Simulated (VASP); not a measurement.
From VASP inputs to Ansatz: BiB (rocksalt)

INCAR

```
GGA = PE
ISMEAR = -1
SIGMA = 0.02
LREAL = .FALSE.
LCHARG = .FALSE.
MAGMOM = 0.0 0.0 0.0 0.0 0.0 0.0
IBRION = -1
NBANDS = 29
NSW = 0
EDIFF = 1E-7
LWAVE = .FALSE.
ISIF = 2
NELM = 120
LASPH = .TRUE.
PREC = Accurate
LSORBIT = .TRUE.
ENCUT = 520
GGA_COMPAT = .FALSE.
```

KPOINTS

```
KPOINTS created by Atomic Simulation Environment
0
Gamma
8 8 8
0 0 0
```

KPOINTS_OPT

```
special points
7
Reciprocal
0.0000000000 0.0000000000 0.0000000000 1
0.5000000000 0.0000000000 0.5000000000 1
0.5000000000 0.2500000000 0.7500000000 1
0.3750000000 0.3750000000 0.7500000000 1
0.5000000000 0.5000000000 0.5000000000 1
0.6250000000 0.2500000000 0.6250000000 1
0.1875000000 0.1875000000 0.3750000000 1
```

POSCAR

```
B  Bi
 1.0000000000000000
    -0.0000000000000000    2.6268329117435112    2.6268329117435112
     2.6268329117435112   -0.0000000000000000    2.6268329117435112
     2.6268329117435112    2.6268329117435112   -0.0000000000000000
 B   Bi
   1   1
Cartesian
 -0.0000000000000000  0.0000000000000000  0.0000000000000000
  2.6268329117435107  2.6268329117435107  2.6268329117435107
```

VASP ran with the recommended PBE PAW datasets (18 valence electrons in the cell).

Question: Write an Ansatz input for this cell and level of theory.

Answer: 

```yaml
crystal:
  lattice:
    - [0.0, 2.6268329117, 2.6268329117]
    - [2.6268329117, 0.0, 2.6268329117]
    - [2.6268329117, 2.6268329117, 0.0]
  atoms:
    - { symbol: B, position: [0.0, 0.0, 0.0] }
    - { symbol: Bi, position: [0.5, 0.5, 0.5] }
kpoints:
  mp_grid: { grid: [8, 8, 8] }
  band_path:
    path:
      - [0.0, 0.0, 0.0]
      - [0.5, 0.0, 0.5]
      - [0.5, 0.25, 0.75]
      - [0.375, 0.375, 0.75]
      - [0.5, 0.5, 0.5]
      - [0.625, 0.25, 0.625]
      - [0.1875, 0.1875, 0.375]
    npoints: 1
hamiltonian:
  xc: pbe
scf:
  occupations: { method: fermi_dirac, width: 0.02 }
  n_extra_bands: 8
magnetization:
  noncollinear: true
  spin_orbit: true
output:
  forces: true
  stress: true
  eigenvalues: true
```

Other inputs would serve too.

|  | VASP | Ansatz |
| --- | --- | --- |
| gap between bands v and c | -3.78 eV (bands overlap: a metal) | -3.75 eV (bands overlap: a metal) |
| least direct gap | 0.00 eV | 0.00 eV |

Each program uses its own PAW datasets. VASP's cell holds 18 valence electrons and Ansatz's 18.
